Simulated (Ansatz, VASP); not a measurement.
# Zr2CO2 (Zr2CO2 MXene bilayer, AA) in two plane-wave programs

Aim: how closely do two programs agree when they are given the same cell, functional and k mesh? The cell is taken from a series of runs on this material, whose earlier steps may have relaxed, scaled, displaced or heated it; both programs get it as it stands.

Main program and level: Ansatz 0.2.0; plane waves, with VASP 6.6.1 beside it; single point at LDA and single point at PBE, spin-orbit coupling.

## 1. Set-up

The cell holds 10 atoms: 4 O, 4 Zr and 2 C. Cell: a = 3.313 Å, b = 3.313 Å, c = 28.432 Å, α = 90.0°, β = 90.0°, γ = 120.0°. Vacuum lies along c.

## 2. Ansatz: single point, LDA

Ansatz runs on its default PAW (the set named soft_2) files.

With cell and atoms fixed, the geometry can't cause a difference; cores, projectors, grids and the points listed under the comparison can.

Input file input.yaml:

```yaml
crystal:
  lattice:
    - [3.3130839718, 0.0, 0.0]
    - [-1.6565419859, 2.8692148844, 0.0]
    - [0.0, 0.0, 28.4319218733]
  atoms:
    - { symbol: O, position: [0.3333333333, 0.6666666667, 0.3165456081] }
    - { symbol: Zr, position: [0.6666666667, 0.3333333333, 0.3471395461] }
    - { symbol: C, position: [0.0, 0.0, 0.3954733726] }
    - { symbol: Zr, position: [0.3333333333, 0.6666666667, 0.4438677991] }
    - { symbol: O, position: [0.6666666667, 0.3333333333, 0.4728815859] }
    - { symbol: O, position: [0.3333333333, 0.6666666667, 0.5271184141] }
    - { symbol: Zr, position: [0.6666666667, 0.3333333333, 0.5561322009] }
    - { symbol: C, position: [0.0, 0.0, 0.6045266274] }
    - { symbol: Zr, position: [0.3333333333, 0.6666666667, 0.6528604539] }
    - { symbol: O, position: [0.6666666667, 0.3333333333, 0.6834543919] }
kpoints:
  mp_grid: { grid: [18, 18, 1] }
  band_path:
    path: [[0, 0, 0], [0.5, 0, 0], [0.33333333, 0.33333333, 0], [0, 0, 0]]
    npoints: 16
hamiltonian:
  xc: lda
scf:
  occupations: { method: fermi_dirac, width: 0.02585 }
  convergence: { dr2_threshold: 1.0e-10 }
efield:
  axis: 3
  dipole_correction: true
  ramp_position: 0.97
  ramp_width: 0.06
  amplitude: 0
output:
  dos: { projected: true, e_range: [-6, 5] }
  bader: true
  write_potential: true
  write_density: true
  volumetric_format: npy
  elf: true
```

Run with:

```
$ ansatz run input.yaml --threads 4 --pin off --max-ram 6144MiB --backend cpu --events-out ev --progress --plain --runs-dir out
```

Numbers of over 12 decimals in the logs are rounded to 6 here.

The program printed:

```text
Engine: ansatz 0.2.0, x86_64-unknown-linux-gnu
Pseudopotentials: kind: paw
Pseudopotential: O, paw, valence charge 6, recommended cutoff 420 eV (normal), O.paw.azcp
Pseudopotential: Zr, paw, valence charge 12, recommended cutoff 420 eV (normal), Zr.paw.azcp
Pseudopotential: C, paw, valence charge 4, recommended cutoff 420 eV (normal), C.paw.azcp
Functional definition: SPW92
  exchange = slater_x
  correlation = pw_c
Crystal: 10 atoms, lattice volume = 270.272 Å³
Basis set: ecut = 420 eV, 5363 PW (Γ)
Bands: 50, of which v1, the nominal top of the filled ones, is band 40 counted from 1 (39 counted from 0)
Symmetry: 6 space group operations
k-points: 37 of 324 (time reversal used)
Non-local potential: O, projectors of the file, l = 0: 2, l = 1: 2, l = 2: 1
Non-local potential: Zr, projectors of the file, l = 0: 3, l = 1: 2, l = 2: 2, l = 3: 2
Non-local potential: C, projectors of the file, l = 0: 2, l = 1: 2, l = 2: 1
PAW form: soft (Blöchl's): semilocal exchange-correlation on the pseudo side does not see the compensation charge
PAW frozen core: O, regenerated for the run's functional, and the local potential with it (the file was generated under x = pbe(κ = 0.804, μ = 0.219515), c = pbe(β = 0.066725))
PAW frozen core: Zr, regenerated for the run's functional, and the local potential with it (the file was generated under x = pbe(κ = 0.804, μ = 0.219515), c = pbe(β = 0.066725))
PAW frozen core: C, regenerated for the run's functional, and the local potential with it (the file was generated under x = pbe(κ = 0.804, μ = 0.219515), c = pbe(β = 0.066725))
PAW one-centre angular grid: O, 110 points (default); XC on 64 Gauss nodes
PAW one-centre angular grid: Zr, 590 points (default); XC on 64 Gauss nodes
PAW one-centre angular grid: C, 110 points (default); XC on 64 Gauss nodes
Initial density: superposition of atomic densities (neutral atoms: chi_scale 0, normalization atom), corrected by the library's trained network
Initial wavefunctions: pseudopotential atomic-orbital guess
Functional: x = slater, c = lda
SCF iter   1: F=—  HF=-19029.922534 eV  |F-HF|=—  |Δ(HF+E_count)|=         —  Δρ=1.01e-2  dr2=2.80e-1  ethr=1.77e-3  p=0.000 e·Å  D=1.71e-13 V/Å  ΔV_dip=-0.00 eV  dr2_dipole=2.50e-10  V_vac-E_F(+/−)=4.81/4.81 eV  ⟨swp⟩=8.0  Hψ=8520  notcnv=0  defer=11
efield: sawtooth ramp at fractional position 0.9700 (set: `efield.ramp_position`, or a place that a band, a saddle search or an elastic batch's reference lends), width 0.0600; the density the first Hamiltonian is built on has a dipole p = 0.000 e·Å; the dipole correction subtracts the counter field D = 1.71e-13 V/Å, which shifts the + side's vacuum level by -0.00 eV against the − side's; the planar-averaged density in the ramp window peaks in size at 4.8e-6 e/Å³
preconditioner: auto → Resta (q_TF=auto, 2.227 Å⁻¹)  ε∞=2.4  [insulator: Δε(μ)=0.804 eV  Ē_g=16.436 eV  σ=0.026 eV  W_gap=1.00  n_scr=38 (ndim 8)  ℏωp=19.2 eV  f_vac=0.545  D(μ)=0.00/eV (n_scr^D=0)  ε∞_Penn≈2.4  vacuum switching on, ρ_ref=2.0e-2 e/Å³]
SCF iter   2: F=—  HF=-19029.889587 eV  |F-HF|=—  |Δ(HF+E_count)|=   3.29e-2  Δρ=6.21e-3  dr2=1.40e-1  ethr=3.50e-4  p=-0.000 e·Å  D=-3.77e-6 V/Å  ΔV_dip=0.00 eV  dr2_dipole=8.85e-9  V_vac-E_F(+/−)=5.02/5.02 eV  ⟨swp⟩=3.1  Hψ=3398  notcnv=0  defer=130
SCF iter   3: F=—  HF=-19029.867261 eV  |F-HF|=—  |Δ(HF+E_count)|=   2.23e-2  Δρ=1.92e-3  dr2=9.84e-3  ethr=1.75e-4  p=0.000 e·Å  D=8.85e-6 V/Å  ΔV_dip=-0.00 eV  dr2_dipole=4.80e-9  V_vac-E_F(+/−)=4.96/4.96 eV  ⟨swp⟩=2.8  Hψ=2902  notcnv=0  defer=130
SCF iter   4: F=—  HF=-19029.867017 eV  |F-HF|=—  |Δ(HF+E_count)|=   2.44e-4  Δρ=1.15e-3  dr2=1.02e-2  ethr=1.23e-5  p=-0.000 e·Å  D=-8.63e-6 V/Å  ΔV_dip=0.00 eV  dr2_dipole=7.92e-9  V_vac-E_F(+/−)=5.06/5.06 eV  ⟨swp⟩=2.2  Hψ=3084  notcnv=0  defer=127
SCF iter   5: F=—  HF=-19029.866255 eV  |F-HF|=—  |Δ(HF+E_count)|=   7.62e-4  Δρ=2.72e-4  dr2=1.62e-4  ethr=1.23e-5  p=0.000 e·Å  D=2.90e-7 V/Å  ΔV_dip=-0.00 eV  dr2_dipole=2.58e-11  V_vac-E_F(+/−)=5.05/5.05 eV  ⟨swp⟩=2.0  Hψ=2456  notcnv=0  defer=127
SCF iter   6: F=—  HF=-19029.866254 eV  |F-HF|=—  |Δ(HF+E_count)|=   9.72e-7  Δρ=9.55e-5  dr2=1.71e-5  ethr=2.03e-7  p=-0.000 e·Å  D=-5.15e-7 V/Å  ΔV_dip=0.00 eV  dr2_dipole=9.02e-11  V_vac-E_F(+/−)=5.05/5.05 eV  ⟨swp⟩=2.8  Hψ=2863  notcnv=0  defer=127
SCF iter   7: F=—  HF=-19029.866252 eV  |F-HF|=—  |Δ(HF+E_count)|=   1.90e-6  Δρ=2.97e-5  dr2=1.66e-6  ethr=2.14e-8  p=0.000 e·Å  D=3.35e-6 V/Å  ΔV_dip=-0.00 eV  dr2_dipole=1.17e-9  V_vac-E_F(+/−)=5.05/5.05 eV  ⟨swp⟩=2.0  Hψ=3054  notcnv=0  defer=127
SCF iter   8: F=—  HF=-19029.866245 eV  |F-HF|=—  |Δ(HF+E_count)|=   7.40e-6  Δρ=1.50e-5  dr2=4.36e-7  ethr=2.08e-9  p=-0.000 e·Å  D=-6.04e-6 V/Å  ΔV_dip=0.00 eV  dr2_dipole=4.08e-9  V_vac-E_F(+/−)=5.06/5.06 eV  ⟨swp⟩=2.5  Hψ=2962  notcnv=0  defer=127
SCF iter   9: F=—  HF=-19029.866245 eV  |F-HF|=—  |Δ(HF+E_count)|=   4.29e-9  Δρ=4.31e-6  dr2=5.32e-8  ethr=5.45e-10  p=0.000 e·Å  D=9.31e-6 V/Å  ΔV_dip=-0.00 eV  dr2_dipole=9.44e-9  V_vac-E_F(+/−)=5.06/5.06 eV  ⟨swp⟩=2.0  Hψ=2646  notcnv=0  defer=127
SCF iter  10: F=—  HF=-19029.866245 eV  |F-HF|=—  |Δ(HF+E_count)|=   7.13e-9  Δρ=2.07e-6  dr2=5.46e-8  ethr=6.65e-11  p=-0.000 e·Å  D=-1.51e-5 V/Å  ΔV_dip=0.00 eV  dr2_dipole=2.41e-8  V_vac-E_F(+/−)=5.06/5.06 eV  ⟨swp⟩=2.8  Hψ=2801  notcnv=0  defer=127
SCF iter  11: F=—  HF=-19029.866245 eV  |F-HF|=—  |Δ(HF+E_count)|=   6.47e-9  Δρ=9.48e-7  dr2=1.71e-9  ethr=6.65e-11  p=-0.000 e·Å  D=-4.94e-7 V/Å  ΔV_dip=0.00 eV  dr2_dipole=4.44e-11  V_vac-E_F(+/−)=5.06/5.06 eV  ⟨swp⟩=2.0  Hψ=1945  notcnv=0  defer=127
SCF iter  12: F=—  HF=-19029.866245 eV  |F-HF|=—  |Δ(HF+E_count)|=  3.82e-10  Δρ=4.46e-7  dr2=6.08e-10  ethr=2.13e-12  p=0.000 e·Å  D=1.75e-7 V/Å  ΔV_dip=-0.00 eV  dr2_dipole=4.20e-12  V_vac-E_F(+/−)=5.06/5.06 eV  ⟨swp⟩=2.2  Hψ=3210  notcnv=0  defer=127
SCF iter  13: F=—  HF=-19029.866245 eV  |F-HF|=—  |Δ(HF+E_count)|=  9.46e-11  Δρ=2.30e-7  dr2=7.13e-10  ethr=1.00e-12  p=0.000 e·Å  D=7.61e-8 V/Å  ΔV_dip=-0.00 eV  dr2_dipole=7.16e-14  V_vac-E_F(+/−)=5.06/5.06 eV  ⟨swp⟩=2.0  Hψ=2407  notcnv=0  defer=127
SCF iter  14: F=-19029.866245 eV  HF=-19029.866245 eV  |F-HF|=7.28e-11  |Δ(HF+E_count)|=  7.28e-12  Δρ=1.23e-7  dr2=7.13e-11  ethr=1.00e-12  p=-0.000 e·Å  D=-2.05e-8 V/Å  ΔV_dip=0.00 eV  dr2_dipole=7.35e-14  V_vac-E_F(+/−)=5.06/5.06 eV  ⟨swp⟩=10.4  Hψ=6183  notcnv=0
SCF 1 converged in 14 iterations: F = -19029.866245 eV  dr2 = 7.13e-11
  greatest PAW one-centre occupation: 0.997 electrons in one spin orbital (limit 2), on the Zr atom at site 3 (counted from 0), in its partial waves of l = 0
NSCF: frozen V_eff on 49 k-points
efield: sawtooth ramp at fractional position 0.9700 (kept from the solve that this one continues, or follows in the run), width 0.0600; the density the first Hamiltonian is built on has a dipole p = -0.000 e·Å; the dipole correction subtracts the counter field D = -2.05e-8 V/Å, which shifts the + side's vacuum level by +0.00 eV against the − side's; the planar-averaged density in the ramp window peaks in size at 6.2e-6 e/Å³
WARN: The output density's exchange-correlation potential varies sharply where the density is thin. Do not read a vacuum level from v_tot or v_xc, or from such a field of the output density. On a cell that repeats whose density bears no net charge and no dipole along the vacuum's axis use v_es (v_loc + v_h of the components); under efield.dipole_correction with no amplitude use v_es + v_field, which holds any externa [...]
SCF converged after 14 iterations
Free energy (F): -19029.866245 eV
Harris-Foulkes:  -19029.866245 eV  (|F-HF|=7.28e-11)
Internal energy: -19029.866245 eV  (E = F + TS)
E sigma→0 (E₀):  -19029.866245 eV
Fermi energy:    3.344150 eV
Dipole field:    D = 0.000000 V/Å  (p = 0.000000 e·Å, saw-weighted, corrected)
Work function:   Φ+ = 5.0556 eV   Φ− = 5.0556 eV
Levels:          The Fermi level and band energies are counted from a zero that moves with the ramp; work functions are not
--- Per-component energies (eV) ---
  E_band       = -1108.016952
  E_kinetic    = 2224.528352
  E_local      = -101998.338230  (includes V_loc(G=0)·N_el)
  E_nonlocal   = 577.971815
  E_hartree    = 49921.875156
  E_xc         = -1036.399725
  E_vxc        = -1265.767089  (∫ρ·V_xc dr)
  E_paw        = -12164.128178  (= ΣΔE_a)
  E_vpaw       = -490.171165  (= ΣTr[D̂ρ^β])
  E_aug_tail   = 0.010119  (compensation charges beyond the density's cutoff)
  E_efield     = 0.000000  (sawtooth field / dipole correction)
  E_vefield    = 0.000000  (∫n·V_field dr)
  E_ewald      = 43442.619491
  E_core_change = 1.994955  (= ΣΔE_core)
  E_smearing   = -0.000000  (= −TS)
  E_closure    = 0.000000  (closes the sum)
  Σ components = -19029.866245   (vs F -19029.866245, Δ=0.00e0)
--- Band table (eV; the first three rows and the last of 37) ---
  k-point 0: bands = [... 36 lower, 2.9182, 2.9182, 2.9418, 2.9418, 4.5933, 4.5933, 4.8082, 4.8082, ... 6 higher]
  k-point 1: bands = [... 36 lower, 2.6492, 2.7172, 2.7691, 2.8787, 4.6629, 4.7277, 4.8304, 5.0075, ... 6 higher]
  k-point 2: bands = [... 36 lower, 2.1839, 2.3613, 2.4030, 2.6199, 4.6418, 4.6997, 5.0701, 5.2883, ... 6 higher]
  k-point 36: bands = [... 36 lower, 0.6738, 0.7238, 0.8479, 0.8480, 4.7825, 4.9680, 5.8707, 5.8707, ... 6 higher]
--- Bader charges: 10 sites ---
  site symbol  charge [e]  shift [e]
     0      O     -1.2637     0.0003
     1     Zr      2.2170     0.0003
     2      C     -1.9133     0.0014
     3     Zr      2.2422     0.0003
     4      O     -1.2822     0.0003
     5      O     -1.2822     0.0003
     6     Zr      2.2422     0.0003
     7      C     -1.9133     0.0014
     8     Zr      2.2170     0.0003
     9      O     -1.2637     0.0003
  estimated error of the sums over rays = 5.3e-4 e
```

In the SCF lines HF is the Harris–Foulkes energy and dr2 the Hartree energy of the density residual, in eV; the loop may stop once dr2 is under the threshold and the program's other checks hold. Hψ counts applications of the Hamiltonian.

[end of part 1 of 2]

[Lines on the potential files, build, host, timing and source positions are cut from VASP's logs without a mark.]

[Logs are printed without paths, hosts, clocks, repeated set-up lines and the standing remarks that a program may print on its own settings, such as how far it seeks lower states.]

[Hosts, paths, dates, database ids (printed as entryN), source tags and the programs' standing remarks are cut or masked in the printed files.]
